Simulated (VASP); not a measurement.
Energy against volume of ZrC (rock salt). These are LDA (Ceperley-Alder, Perdew-Zunger), VASP's LDA PAW potentials (set 64) (plane waves; VASP) values and carry that method's errors. Run with 520 eV cut-off, 14×14×14 Γ-centred mesh, first-order Methfessel-Paxton smearing of 0.10 eV, potentials Zr_sv C.

```tsv
V (Å³/atom)	E (eV/atom)
12.157	-10.62966
12.533	-10.63899
12.909	-10.63096
13.285	-10.60798
```

**Question.** Fit these four points and predict the energy of the run at 11.781 Å³/atom.

**Answer.** A cubic in V^(−2/3), the third-order Birch-Murnaghan form, passes through the four points with V0 = 12.54 Å³/atom and B0 = 246 GPa, and gives -10.6002 eV/atom there. The run gave -10.6001 eV/atom, +0.0 meV/atom from the fit; all five points give B0 = 246 GPa.

The compound is ZrC in the rock salt structure. It was relaxed first.
